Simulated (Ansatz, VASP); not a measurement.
**Cross-check of Hf12O19 (amorphous HfO1.58) between VASP and Ansatz**

Wanted: the spread between two codes on one cell, functional and k mesh. Of the first pair: The structure shown is the start of the Ansatz relaxation below; VASP solves that cell, so the two are compared at the walk's first step.

Program: Ansatz 0.2.0. Level of theory: plane waves, with VASP 6.6.1 beside it; single point at PBE. Results are calculated unless marked as measured.

## 1. Starting point

The cell holds 62 atoms: 24 Hf and 38 O. Its edges and angles: a = 9.518 Å, b = 9.518 Å, c = 9.518 Å, α = 90.0°, β = 90.0°, γ = 90.0°. 62 atoms (24 Hf, 38 O) packed at random and pushed apart as soft spheres at 9.42 g/cm^3; MD (Langevin at fixed volume unless said) with the MACE-MP-0b2 small potential (Batatia et al., arXiv:2401.00096), steps of 2 fs: 0.7 ps at 3200 K, 3200 to 1920 K in 0.7 ps, 1920 to 300 K in 2 ps; then atoms relaxed.

## 2. Ansatz: relaxation, PBE

Ansatz runs on its default PAW (the set named soft_2) files.

The two programs are compared at the cell with which this relaxation starts, whose forces are those of its first step.

Contents of input.yaml:

```yaml
crystal:
  lattice:
    - [9.51817, 0.0, 0.0]
    - [0.0, 9.51817, 0.0]
    - [0.0, 0.0, 9.51817]
  atoms:
    - { symbol: Hf, position: [0.80382, 0.83571, 0.0701] }
    - { symbol: Hf, position: [0.59405, 0.93993, 0.48099] }
    - { symbol: Hf, position: [0.20546, 0.54262, 0.77194] }
    - { symbol: Hf, position: [0.73289, 0.40423, 0.31894] }
    - { symbol: Hf, position: [0.43542, 0.57191, 0.45766] }
    - { symbol: Hf, position: [0.82792, 0.85319, 0.69279] }
    - { symbol: Hf, position: [0.51763, 0.73111, 0.79746] }
    - { symbol: Hf, position: [0.03827, 0.24584, 0.74449] }
    - { symbol: Hf, position: [0.69608, 0.49995, 0.92414] }
    - { symbol: Hf, position: [0.13559, 0.90516, 0.86495] }
    - { symbol: Hf, position: [0.29305, 0.95658, 0.36457] }
    - { symbol: Hf, position: [0.03455, 0.04794, 0.50501] }
    - { symbol: Hf, position: [0.7132, 0.21323, 0.71362] }
    - { symbol: Hf, position: [0.84035, 0.50822, 0.6011] }
    - { symbol: Hf, position: [0.42757, 0.28849, 0.89647] }
    - { symbol: Hf, position: [0.30563, 0.18745, 0.58211] }
    - { symbol: Hf, position: [0.02037, 0.69338, 0.37733] }
    - { symbol: Hf, position: [0.75339, 0.16722, 0.09842] }
    - { symbol: Hf, position: [0.41418, 0.96016, 0.06059] }
    - { symbol: Hf, position: [0.37257, 0.25122, 0.2876] }
    - { symbol: Hf, position: [0.00956, 0.41576, 0.08657] }
    - { symbol: Hf, position: [0.09682, 0.3191, 0.41316] }
    - { symbol: Hf, position: [0.31255, 0.59826, 0.15316] }
    - { symbol: Hf, position: [0.08987, 0.12793, 0.17647] }
    - { symbol: O, position: [0.79345, 0.47534, 0.1092] }
    - { symbol: O, position: [0.21249, 0.60214, 0.33839] }
    - { symbol: O, position: [0.91091, 0.26907, 0.23655] }
    - { symbol: O, position: [0.83621, 0.38315, 0.78472] }
    - { symbol: O, position: [0.37434, 0.79526, 0.18409] }
    - { symbol: O, position: [0.39104, 0.60118, 0.67422] }
    - { symbol: O, position: [0.15707, 0.05861, 0.71744] }
    - { symbol: O, position: [0.4592, 0.09191, 0.43322] }
    - { symbol: O, position: [0.64319, 0.54262, 0.46172] }
    - { symbol: O, position: [0.71407, 0.62668, 0.73991] }
    - { symbol: O, position: [0.17194, 0.54656, 0.99135] }
    - { symbol: O, position: [0.64149, 0.71268, 0.97856] }
    - { symbol: O, position: [0.24961, 0.31952, 0.7873] }
    - { symbol: O, position: [0.18222, 0.96328, 0.06436] }
    - { symbol: O, position: [0.75614, 0.3091, 0.5292] }
    - { symbol: O, position: [0.65352, 0.27253, 0.93414] }
    - { symbol: O, position: [0.18099, 0.33645, 0.19209] }
    - { symbol: O, position: [0.46256, 0.78284, 0.4529] }
    - { symbol: O, position: [0.366, 0.86005, 0.87807] }
    - { symbol: O, position: [0.61465, 0.89099, 0.69566] }
    - { symbol: O, position: [0.8753, 0.07727, 0.72737] }
    - { symbol: O, position: [0.32173, 0.37507, 0.47135] }
    - { symbol: O, position: [0.92974, 0.72537, 0.19661] }
    - { symbol: O, position: [0.00276, 0.24245, 0.97125] }
    - { symbol: O, position: [0.13304, 0.73086, 0.75918] }
    - { symbol: O, position: [0.91703, 0.83953, 0.89246] }
    - { symbol: O, position: [0.13178, 0.85813, 0.45356] }
    - { symbol: O, position: [0.63282, 0.98781, 0.05894] }
    - { symbol: O, position: [0.90151, 0.70915, 0.55746] }
    - { symbol: O, position: [0.50072, 0.1974, 0.71724] }
    - { symbol: O, position: [0.80193, 0.95757, 0.48995] }
    - { symbol: O, position: [0.38262, 0.17706, 0.0661] }
    - { symbol: O, position: [0.89794, 0.0162, 0.12825] }
    - { symbol: O, position: [0.92763, 0.49179, 0.39314] }
    - { symbol: O, position: [0.05856, 0.45722, 0.63828] }
    - { symbol: O, position: [0.47704, 0.49674, 0.92637] }
    - { symbol: O, position: [0.45658, 0.47931, 0.24994] }
    - { symbol: O, position: [0.61727, 0.24437, 0.24003] }
kpoints:
  mp_grid: { grid: [1, 1, 1] }
hamiltonian:
  xc: pbe
scf:
  occupations: { method: fermi_dirac, width: 0.025 }
output:
  forces: true
relax:
  f_tol: 0.04
  max_steps: 250
  cell: {}
```

Launch:

```console
$ ansatz run input.yaml --threads 4 --pin off --max-ram 8192MiB --backend cpu --events-out ev --progress --plain --runs-dir out
```

Numbers of over 12 decimals in the logs are rounded to 6 here.

Output:

```text
Engine: ansatz 0.2.0, aarch64-unknown-linux-gnu
Pseudopotentials: kind: paw
Pseudopotential: Hf, paw, valence charge 26, recommended cutoff 420 eV (normal), Hf.paw.azcp
Pseudopotential: O, paw, valence charge 6, recommended cutoff 420 eV (normal), O.paw.azcp
Functional definition: PBE
  parameter kappa = 0.804
  parameter beta = 0.066725
  exchange = pbe_x(kappa = kappa, mu = beta*pi^2/3)
  correlation = pbe_c(beta = beta)
Crystal: 62 atoms, lattice volume = 862.304 Å³
Basis set: ecut = 420 eV, 16831 PW (Γ), exchange–correlation on 128×128×128 points (8 copies of the dense FFT grid, shifted against one another)
Bands: 512, of which v1, the nominal top of the filled ones, is band 426 counted from 1 (425 counted from 0)
Symmetry: 1 space group operations
Space group: P1 (ITA 1), of the structure as read, at distance tolerance 9.5e-5 Å
k-points: 1
Non-local potential: Hf, projectors of the file, l = 0: 3, l = 1: 2, l = 2: 2, l = 3: 3
Non-local potential: O, projectors of the file, l = 0: 2, l = 1: 2, l = 2: 1
PAW form: soft (Blöchl's): semilocal exchange-correlation on the pseudo side does not see the compensation charge
PAW one-centre angular grid: Hf, 590 points (default); XC on 64 Gauss nodes
PAW one-centre angular grid: O, 110 points (default); XC on 64 Gauss nodes
Initial density: superposition of atomic densities (neutral atoms: chi_scale 0, normalization atom), corrected by the library's trained network
Initial wavefunctions: pseudopotential atomic-orbital guess
Functional: x = pbe(κ = 0.804, μ = 0.219515), c = pbe(β = 0.066725)
SCF iter   1: F=—  HF=-398953.522535 eV  |F-HF|=—  |Δ(HF+E_count)|=         —  Δρ=1.15e-2  dr2=3.66e0  ethr=1.77e-3  ⟨swp⟩=4.0  Hψ=1524  notcnv=0  defer=48
preconditioner: auto → LDOS  [insulator: Δε(μ)=0.092 eV  Ē_g=17.591 eV  σ=0.025 eV  W_gap=0.73  n_scr=304 (ndim 8)  ℏωp=35.9 eV  f_vac=0.121  D(μ)=19.16/eV (n_scr^D=122)  ε∞_Penn≈5.2  β→1.0]
SCF iter   2: F=—  HF=-398953.220520 eV  |F-HF|=—  |Δ(HF+E_count)|=   3.02e-1  Δρ=8.54e-3  dr2=1.30e0  ethr=4.29e-4  ⟨swp⟩=3.0  Hψ=968  notcnv=0  defer=65
SCF iter   3: F=—  HF=-398953.065291 eV  |F-HF|=—  |Δ(HF+E_count)|=   1.55e-1  Δρ=3.02e-3  dr2=1.85e-1  ethr=1.53e-4  ⟨swp⟩=3.0  Hψ=957  notcnv=0  defer=65
SCF iter   4: F=—  HF=-398953.042801 eV  |F-HF|=—  |Δ(HF+E_count)|=   2.25e-2  Δρ=8.97e-4  dr2=1.82e-2  ethr=2.17e-5  ⟨swp⟩=2.0  Hψ=812  notcnv=0  defer=65
SCF iter   5: F=—  HF=-398953.041793 eV  |F-HF|=—  |Δ(HF+E_count)|=   1.01e-3  Δρ=4.80e-4  dr2=2.60e-3  ethr=2.13e-6  ⟨swp⟩=2.0  Hψ=782  notcnv=0  defer=65
SCF iter   6: F=—  HF=-398953.041554 eV  |F-HF|=—  |Δ(HF+E_count)|=   2.38e-4  Δρ=1.75e-4  dr2=4.79e-4  ethr=3.05e-7  ⟨swp⟩=2.0  Hψ=869  notcnv=0  defer=65
SCF iter   7: F=—  HF=-398953.041508 eV  |F-HF|=—  |Δ(HF+E_count)|=   4.68e-5  Δρ=8.07e-5  dr2=1.06e-4  ethr=5.63e-8  ⟨swp⟩=2.0  Hψ=783  notcnv=0  defer=65
SCF iter   8: F=—  HF=-398953.041503 eV  |F-HF|=—  |Δ(HF+E_count)|=   4.90e-6  Δρ=4.02e-5  dr2=2.02e-5  ethr=1.24e-8  ⟨swp⟩=2.0  Hψ=768  notcnv=0  defer=65
SCF iter   9: F=—  HF=-398953.043981 eV  |F-HF|=—  |Δ(HF+E_count)|=   2.48e-3  Δρ=1.86e-5  dr2=4.22e-6  ethr=2.38e-9  ⟨swp⟩=2.0  Hψ=935  notcnv=0  defer=65
SCF iter  10: F=—  HF=-398953.043982 eV  |F-HF|=—  |Δ(HF+E_count)|=   1.35e-7  Δρ=7.65e-6  dr2=7.49e-7  ethr=4.95e-10  ⟨swp⟩=2.0  Hψ=803  notcnv=0  defer=65
SCF iter  11: F=—  HF=-398953.043982 eV  |F-HF|=—  |Δ(HF+E_count)|=   7.44e-8  Δρ=3.61e-6  dr2=1.78e-7  ethr=8.79e-11  ⟨swp⟩=2.0  Hψ=768  notcnv=0  defer=65
SCF iter  12: F=-398953.043982 eV  HF=-398953.043982 eV  |F-HF|=2.53e-8  |Δ(HF+E_count)|=   6.98e-9  Δρ=1.76e-6  dr2=3.93e-8  ethr=1.17e-11  ⟨swp⟩=4.0  Hψ=1788  notcnv=0
SCF 1 converged in 12 iterations: F = -398953.043982 eV  dr2 = 3.93e-8
  greatest PAW one-centre occupation: 0.999 electrons in one spin orbital (limit 2), on the Hf atom at site 0 (counted from 0), in its partial waves of l = 0
relax step   1: F+E_penalty+E_count = -398953.04398165 eV  Δ(F+E_penalty+E_count) = +0.000e0 eV  max|allowed force component| = 2.364e0 eV/Å  Δτ_max = 0.0000 Å  P = +4.037 GPa  Ω = 862.304 Å³  (12 SCF iters, dr2 threshold 1.00e-7 eV, accepted)
Crystal: 62 atoms, lattice volume = 884.216 Å³
Basis set: ecut = 420 eV, 17251 PW (Γ), exchange–correlation on 128×128×128 points (8 copies of the dense FFT grid, shifted against one another)
Initial density: handed on by an earlier stage of this run
Initial wavefunctions: those handed on with the density
SCF iter   1: F=—  HF=-398959.968497 eV  |F-HF|=—  |Δ(HF+E_count)|=         —  Δρ=2.97e-2  dr2=5.29e1  ethr=3.10e-3  ⟨swp⟩=5.0  Hψ=1525  notcnv=0  defer=32
preconditioner: auto → LDOS  [insulator: Δε(μ)=0.104 eV  Ē_g=17.530 eV  σ=0.025 eV  W_gap=0.78  n_scr=292 (ndim 8)  ℏωp=35.4 eV  f_vac=0.130  D(μ)=18.30/eV (n_scr^D=92)  ε∞_Penn≈5.1  β→1.0]
[...]
atom   6  Hf     0.00376257    -0.00128059    -0.01390381
  atom   7  Hf     0.00692807    -0.00531623     0.00001574
  atom   8  Hf     0.00469173     0.00907475     0.01951399
  atom   9  Hf     0.00206360     0.00174804    -0.00022879
  atom  10  Hf    -0.00440905     0.01224602    -0.00637317
  atom  11  Hf    -0.01648784    -0.00413556     0.00380817
  atom  12  Hf     0.02418746    -0.03030187     0.01522243
  atom  13  Hf    -0.00412953     0.00521483    -0.00708761
  atom  14  Hf     0.01500522     0.00090782    -0.01668611
  atom  15  Hf     0.00182202    -0.00319263    -0.00640695
  atom  16  Hf    -0.00121705     0.00513092     0.01267042
  atom  17  Hf    -0.00507850    -0.01215759     0.00091922
  atom  18  Hf    -0.00962092     0.00585793    -0.00076589
  atom  19  Hf     0.00539843    -0.00360216    -0.00371134
  atom  20  Hf    -0.00521482     0.01181089     0.00715816
  atom  21  Hf     0.00701242    -0.01064567     0.00682979
  atom  22  Hf    -0.01507624     0.01516028    -0.02664331
  atom  23  Hf    -0.00010357    -0.00263191     0.00145337
  atom  24  Hf    -0.00074587     0.00558963     0.01538231
  atom  25  O      0.00226079     0.00115421    -0.00034718
  atom  26  O     -0.00070569     0.00705711    -0.00744045
  atom  27  O     -0.00851692     0.00663234    -0.00314346
  atom  28  O     -0.00864866     0.00079612    -0.00121434
  atom  29  O     -0.00061312     0.00478297     0.00329816
[...]
atom  55  O     -0.00166451    -0.01522286    -0.00080515
  atom  56  O      0.00687399     0.00146604    -0.00501437
  atom  57  O      0.00185281    -0.00077368     0.00026753
  atom  58  O     -0.01197225     0.00737536    -0.00193996
  atom  59  O     -0.00071547    -0.00325092     0.00419798
  atom  60  O      0.00085683    -0.00276494    -0.00172769
  atom  61  O     -0.00145503     0.00323711    -0.00025619
  atom  62  O     -0.00363868     0.00210495    -0.00114157
  max |Σ_I F_I| component: 1.51e-5 eV/Å
--- Stress (GPa, compression-positive) ---
        0.001441      -0.000478       0.010786
       -0.000478      -0.006044       0.002209
        0.010786       0.002209       0.010868
  P = ⅓ Tr σ = 0.0021 GPa (0.021 kbar)
--- Relaxed structure (54 steps of the walk, 49 accepted, 3 SCFs on fresh bases) ---
  F+E_penalty+E_count = -398962.41155537 eV   max|allowed force component| = 3.030e-2 eV/Å   (the final SCF, on the basis selected at the relaxed cell)
  cell:  # Å, volume = 888.2856 Å³
    - [8.962753, 0.058758, 0.161798]
    - [0.058758, 10.308362, -0.00680656]
    - [0.161798, -0.00680656, 9.617671]
  atoms:
    - { symbol: Hf, position: [0.776472, 0.841305, 0.062816] }
    - { symbol: Hf, position: [0.630804, 0.950731, 0.505945] }
    - { symbol: Hf, position: [0.208602, 0.556626, 0.826738] }
    - { symbol: Hf, position: [0.712633, 0.428340, 0.298241] }
    - { symbol: Hf, position: [0.435955, 0.616395, 0.454946] }
    - { symbol: Hf, position: [0.864912, 0.798636, 0.694387] }
    - { symbol: Hf, position: [0.502762, 0.720726, 0.813129] }
    - { symbol: Hf, position: [0.040214, 0.282424, 0.780420] }
    - { symbol: Hf, position: [0.715744, 0.469355, 0.908247] }
    - { symbol: Hf, position: [0.144209, 0.904165, 0.828682] }
    - { symbol: Hf, position: [0.299387, 0.933887, 0.374579] }
    - { symbol: Hf, position: [0.022732, 0.044459, 0.558890] }
    - { symbol: Hf, position: [0.704247, 0.218001, 0.661870] }
    - { symbol: Hf, position: [0.836072, 0.504416, 0.586866] }
    - { symbol: Hf, position: [0.451438, 0.297223, 0.891073] }
    - { symbol: Hf, position: [0.314167, 0.166095, 0.608039] }
    - { symbol: Hf, position: [0.027719, 0.695811, 0.344235] }
    - { symbol: Hf, position: [0.685477, 0.145322, 0.125040] }
    - { symbol: Hf, position: [0.385580, 0.975816, 0.060251] }
    - { symbol: Hf, position: [0.370289, 0.200853, 0.279369] }
    - { symbol: Hf, position: [0.016748, 0.405656, 0.097117] }
    - { symbol: Hf, position: [0.085735, 0.322992, 0.433852] }
    - { symbol: Hf, position: [0.381103, 0.626649, 0.112628] }
    - { symbol: Hf, position: [0.052723, 0.109061, 0.166736] }
    - { symbol: O, position: [0.800459, 0.480755, 0.103314] }
    - { symbol: O, position: [0.242660, 0.624940, 0.340161] }
    - { symbol: O, position: [0.876658, 0.256055, 0.215900] }
    - { symbol: O, position: [0.831991, 0.373633, 0.751859] }
    - { symbol: O, position: [0.349126, 0.813971, 0.172481] }
    - { symbol: O, position: [0.387490, 0.608142, 0.669714] }
    - { symbol: O, position: [0.164941, 0.092001, 0.757101] }
    - { symbol: O, position: [0.449991, 0.079444, 0.453314] }
    - { symbol: O, position: [0.655996, 0.560774, 0.465268] }
    - { symbol: O, position: [0.739756, 0.617347, 0.758098] }
    - { symbol: O, position: [0.186876, 0.539295, 1.050574] }
    - { symbol: O, position: [0.600281, 0.712156, 1.004308] }
    - { symbol: O, position: [0.267023, 0.346015, 0.779643] }
    - { symbol: O, position: [0.150493, 0.983348, 0.023524] }
    - { symbol: O, position: [0.764648, 0.331873, 0.494386] }
    - { symbol: O, position: [0.681691, 0.269283, 0.964333] }
    - { symbol: O, position: [0.172287, 0.298475, 0.223229] }
    - { symbol: O, position: [0.461856, 0.805769, 0.449096] }
    - { symbol: O, position: [0.372430, 0.882392, 0.851383] }
    - { symbol: O, position: [0.633397, 0.845694, 0.684845] }
    - { symbol: O, position: [0.888672, 0.130343, 0.726420] }
    - { symbol: O, position: [0.309459, 0.316911, 0.462687] }
    - { symbol: O, position: [0.895703, 0.731892, 0.190473] }
    - { symbol: O, position: [0.047553, 0.235063, 0.993066] }
[...]
- { symbol: O, position: [0.845025, 0.925416, 0.526265] }
    - { symbol: O, position: [0.408301, 0.181338, 0.057678] }
    - { symbol: O, position: [0.855775, 0.00866812, 0.156110] }
    - { symbol: O, position: [0.948677, 0.486408, 0.345888] }
    - { symbol: O, position: [0.054845, 0.437265, 0.609499] }
    - { symbol: O, position: [0.482894, 0.487230, 0.952423] }
    - { symbol: O, position: [0.511831, 0.534887, 0.253588] }
    - { symbol: O, position: [0.583076, 0.273157, 0.265523] }
```

(Part 1 of 3 ends here.)

[Lines on the potential files, build, host, timing and source positions are cut from VASP's logs without a mark.]

[Logs are printed without paths, hosts, clocks, repeated set-up lines and the standing remarks that a program may print on its own settings, such as how far it seeks lower states.]

[Hosts, paths, dates, database ids (printed as entryN), source tags and the programs' standing remarks are cut or masked in the printed files.]
